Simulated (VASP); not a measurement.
Calculation: PBEsol GGA, VASP's PBE PAW potentials (set 64) (plane waves; VASP 6.6.1).

VASP input:

### KPOINTS
```
Automatic mesh
0
Gamma
14 14 14
0 0 0
```

POSCAR:
```
Co
1.0
  2.2858861754   0.0000000000   0.0000000000
  0.0000000000   2.2858861754   0.0000000000
  0.0000000000   0.0000000000   2.2858861754
Co
1
Direct
  0.0000000000   0.0000000000   0.0000000000
```

### INCAR
```
# general
SYSTEM  = Co
PREC    = Accurate
ENCUT   = 400
LREAL   = .FALSE.
LASPH   = .TRUE.

# electronic loop
EDIFF   = 1E-6
NELM    = 100
ALGO    = Normal
LMAXMIX = 4

# smearing
ISMEAR  = 1
SIGMA   = 0.1

# functional
GGA     = PS

# spin
ISPIN   = 2
MAGMOM  = 1.7

# ions
IBRION  = 2
NSW     = 60
ISIF    = 3
EDIFFG  = -0.01

# output
LWAVE   = .FALSE.
LCHARG  = .FALSE.
LORBIT  = 10
```

POTCAR, in this order: Co (PBE.64 set). Program: vasp_std.

What VASP printed:

OUTCAR:
```
 ion  position               nearest neighbor table
   1  0.000  0.000  0.000-
  LATTYP: Found a simple cubic cell.
 ALAT       =     2.2858861754
 Subroutine PRICEL returns:
 Original cell was already a primitive cell.
 Subroutine GETGRP returns: Found 48 space group operations
The static configuration has the point symmetry O_h .
The dynamic configuration has the point symmetry O_h .
The overall configuration has the point symmetry O_h .
 Subroutine INISYM returns: Found 48 space group operations
 Subroutine IBZKPT returns following result:
 Found    120 irreducible k-points:

 Following reciprocal coordinates:
            Coordinates               Weight
  0.000000  0.000000  0.000000      1.000000
  0.071429  0.000000  0.000000      6.000000
  0.142857  0.000000  0.000000      6.000000
  0.214286  0.000000  0.000000      6.000000
  0.285714  0.000000  0.000000      6.000000
  0.357143  0.000000  0.000000      6.000000
  0.428571  0.000000  0.000000      6.000000
  0.500000  0.000000  0.000000      3.000000
  0.071429  0.071429  0.000000     12.000000
  0.142857  0.071429  0.000000     24.000000
  0.214286  0.071429  0.000000     24.000000
  0.285714  0.071429  0.000000     24.000000
  0.357143  0.071429  0.000000     24.000000
  0.428571  0.071429  0.000000     24.000000
  0.500000  0.071429  0.000000     12.000000
  0.142857  0.142857  0.000000     12.000000
  0.214286  0.142857  0.000000     24.000000
  0.285714  0.142857  0.000000     24.000000
  0.357143  0.142857  0.000000     24.000000
  0.428571  0.142857  0.000000     24.000000
  0.500000  0.142857  0.000000     12.000000
  0.214286  0.214286  0.000000     12.000000
  0.285714  0.214286  0.000000     24.000000
  0.357143  0.214286  0.000000     24.000000
  0.428571  0.214286  0.000000     24.000000
  0.500000  0.214286  0.000000     12.000000
  0.285714  0.285714  0.000000     12.000000
  0.357143  0.285714  0.000000     24.000000
  0.428571  0.285714  0.000000     24.000000
  0.500000  0.285714  0.000000     12.000000
  0.357143  0.357143  0.000000     12.000000
  0.428571  0.357143  0.000000     24.000000
  0.500000  0.357143  0.000000     12.000000
  0.428571  0.428571  0.000000     12.000000
  0.500000  0.428571  0.000000     12.000000
  0.500000  0.500000  0.000000      3.000000
  0.071429  0.071429  0.071429      8.000000
  0.142857  0.071429  0.071429     24.000000
  0.214286  0.071429  0.071429     24.000000
  0.285714  0.071429  0.071429     24.000000
   k-points           NKPTS =    120   k-points in BZ     NKDIM =    120   number of bands    NBANDS=      9
   number of dos      NEDOS =    301   number of ions     NIONS =      1
   total plane-waves  NPLWV =   4096
   dimension x,y,z NGX =    16 NGY =   16 NGZ =   16
   dimension x,y,z NGXF=    32 NGYF=   32 NGZF=   32
   ions per type =               1
   PREC   = accura    normal or accurate (medium, high low for compatibility)
   ISTART =      0    job   : 0-new  1-cont  2-samecut
   ICHARG =      2    charge: 1-file 2-atom 10-const
   ISPIN  =      2    spin polarized calculation?
   LNONCOLLINEAR =      F non collinear calculations
   LSORBIT =      F    spin-orbit coupling
   INIWAV =      1    electr: 0-lowe 1-rand  2-diag
   ENCUT  =  400.0 eV  29.40 Ry    5.42 a.u.   3.73  3.73  3.73*2*pi/ulx,y,z
   NELM   =    100;   NELMIN=  2; NELMDL= -5     # of ELM steps
   EDIFF  = 0.1E-05   stopping-criterion for ELM
   LREAL  =      F    real-space projection
   NLSPLINE    = F    spline interpolate recip. space projectors
   LMAXMIX     =    4 max onsite mixed and CHGCAR
...
```

OSZICAR:
```
       N       E                     dE             d eps       ncg     rms          rms(c)
DAV:   1     0.167727662363E+02    0.16773E+02   -0.34978E+03  4417   0.931E+02
DAV:   2    -0.742715754891E+01   -0.24200E+02   -0.23229E+02  4371   0.138E+02
DAV:   3    -0.778333556928E+01   -0.35618E+00   -0.35403E+00  4933   0.221E+01
DAV:   4    -0.778859125574E+01   -0.52557E-02   -0.52544E-02  5059   0.238E+00
DAV:   5    -0.778876725851E+01   -0.17600E-03   -0.17600E-03  5044   0.359E-01    0.973E+00
DAV:   6    -0.710217215061E+01    0.68660E+00   -0.13548E+01  4563   0.586E+01    0.487E+00
DAV:   7    -0.690316371017E+01    0.19901E+00   -0.17041E+00  4570   0.201E+01    0.256E+00
DAV:   8    -0.689350424197E+01    0.96595E-02   -0.96730E-03  6110   0.109E+00    0.126E+00
DAV:   9    -0.688734646682E+01    0.61578E-02   -0.78243E-03  5854   0.917E-01    0.287E-01
DAV:  10    -0.688700556264E+01    0.34090E-03   -0.35598E-04  5441   0.202E-01    0.579E-02
DAV:  11    -0.688701376341E+01   -0.82008E-05   -0.36323E-05  4665   0.928E-02    0.241E-02
DAV:  12    -0.688701819302E+01   -0.44296E-05   -0.92501E-06  4719   0.270E-02    0.148E-02
DAV:  13    -0.688701858679E+01   -0.39377E-06   -0.20730E-07  2246   0.559E-03
   1 F= -.68870186E+01 E0= -.68870393E+01  d E =-.688702E+01  mag=     1.7023
       N       E                     dE             d eps       ncg     rms          rms(c)
DAV:   1    -0.688764076423E+01   -0.62257E-03   -0.11271E-02  4567   0.181E+00    0.208E-01
DAV:   2    -0.688717550056E+01    0.46526E-03   -0.78638E-03  4571   0.132E+00    0.142E-01
DAV:   3    -0.688703374908E+01    0.14175E-03   -0.99444E-04  4554   0.502E-01    0.623E-02
DAV:   4    -0.688702773079E+01    0.60183E-05   -0.37040E-06  4442   0.259E-02    0.230E-02
DAV:   5    -0.688702293687E+01    0.47939E-05   -0.13898E-05  4077   0.354E-02    0.114E-02
DAV:   6    -0.688702292820E+01    0.86690E-08   -0.92833E-07  2234   0.934E-03
   2 F= -.68870229E+01 E0= -.68870871E+01  d E =-.434142E-05  mag=     1.6885
       N       E                     dE             d eps       ncg     rms          rms(c)
DAV:   1    -0.688717731444E+01   -0.15438E-03   -0.27117E-03  4561   0.886E-01    0.102E-01
DAV:   2    -0.688706344161E+01    0.11387E-03   -0.19154E-03  4567   0.651E-01    0.692E-02
DAV:   3    -0.688702883755E+01    0.34604E-04   -0.24343E-04  4547   0.248E-01    0.304E-02
DAV:   4    -0.688702724392E+01    0.15936E-05   -0.84078E-07  2686   0.127E-02    0.110E-02
DAV:   5    -0.688702591800E+01    0.13259E-05   -0.32275E-06  2212   0.165E-02    0.553E-03
DAV:   6    -0.688702608309E+01   -0.16510E-06   -0.27279E-07  2181   0.496E-03
   3 F= -.68870261E+01 E0= -.68870705E+01  d E =-.749631E-05  mag=     1.6951
```

### OUTCAR
```
------------------------ aborting loop because EDIFF is reached ----------------------------------------
  FORCE on cell =-STRESS in cart. coord.  units (eV):
  Direction    XX          YY          ZZ          XY          YZ          ZX
  --------------------------------------------------------------------------------------
  Total       -0.0046978     -0.0046978     -0.0046978      0.0000000     -0.0000000     -0.0000000
  in kB       -0.6308844     -0.6308844     -0.6308844      0.0000000     -0.0000000     -0.0000000
  external PRESSURE =      -0.6308844 kB  Pullay stress =       0.0000000 kB
  volume of cell :       11.93
      direct lattice vectors                 reciprocal lattice vectors
     2.284987230  0.000000000  0.000000000     0.437639207 -0.000000000  0.000000000
     0.000000000  2.284987230  0.000000000    -0.000000000  0.437639207  0.000000000
    -0.000000000 -0.000000000  2.284987230    -0.000000000 -0.000000000  0.437639207
 POSITION                                       TOTAL-FORCE (eV/Angst)
 -----------------------------------------------------------------------------------
      0.00000      0.00000      0.00000        -0.000000     -0.000000      0.000000
 -----------------------------------------------------------------------------------
    total drift:                                0.000000      0.000000      0.000000
  FREE ENERGIE OF THE ION-ELECTRON SYSTEM (eV)
  ---------------------------------------------------
  free  energy   TOTEN  =        -6.8870260831 eV

  energy  without entropy=       -6.8871593372  energy(sigma->0) =       -6.88707050

 total charge

# of ion       s       p       d       tot
------------------------------------------
    1        0.518   0.452   7.310   8.281

 magnetization (x)

# of ion       s       p       d       tot
------------------------------------------
    1        0.007   0.000   1.683   1.691

 reached required accuracy - stopping structural energy minimisation
```
(Selected blocks of OUTCAR.)

### CONTCAR
```
Co
   1.00000000000000
     2.2849872299359739    0.0000000000000000    0.0000000000000000
     0.0000000000000000    2.2849872299359739    0.0000000000000000
    -0.0000000000000000   -0.0000000000000000    2.2849872299359739
  Co
     1
Direct
     0.0000000000000000    0.0000000000000000    0.0000000000000000
```

The structure was generated: Co was put into the simple-cubic type (Pm-3m), which need not be its known phase. This run relaxes it. Symmetry was kept, so distortions that lower it aren't found. The start is the result of an earlier pass.
